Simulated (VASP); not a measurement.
Input of a VASP 6.6.1 run:

File INCAR:

```
  PREC = Accurate
  ENCUT = 520
  EDIFF = 1E-6
  ISMEAR = -5
  SIGMA = 0.05
  LREAL = F
  LASPH = T
  NELM = 100
  ALGO = Normal
  ISIF = 2
  LWAVE = F
  LCHARG = F
  LMAXMIX = 4
  LDAU = T
  LDAUTYPE = 2
  LDAUL = 2 2
  LDAUU = 6 6
  LDAUJ = 0 0
  LDAUPRINT = 1
  METAGGA = R2SCAN
  LMIXTAU = T
  LORBIT = 10
  NBANDS = 20
  NEDOS = 1001
```

The input KPOINTS:

```
Automatic mesh
0
Gamma
  8 8 8
```

The input POSCAR:

```
WAu
1.0
    0.0000000000      2.9092100000      2.9092100000
    2.9092100000      0.0000000000      2.9092100000
    2.9092100000      2.9092100000      0.0000000000
W Au
1 1
Direct
    0.0000000000      0.0000000000      0.0000000000
    0.7500000000      0.7500000000      0.7500000000
```

Potentials or basis: VASP PAW PBE potentials, release 64 (W_sv, Au).

Launch:

```sh
$ cat potpaw_PBE.64/W_sv/POTCAR potpaw_PBE.64/Au/POTCAR > POTCAR
$ mpirun -np 1 vasp_std > vasp.out
```

(1) What does it give for the band gap on the k mesh?

(2) What does it give for the pressure?

Results:

(1) none (metal or under the smearing width).

(2) 0.6 GPa.

Caveat: the PAW data sets were made with another functional, which shifts forces and pressure a little; U without spin polarisation on a metal has little footing; the U is typed as a test and isn't derived for this compound; tetrahedron occupations give inexact forces and stress in metals.
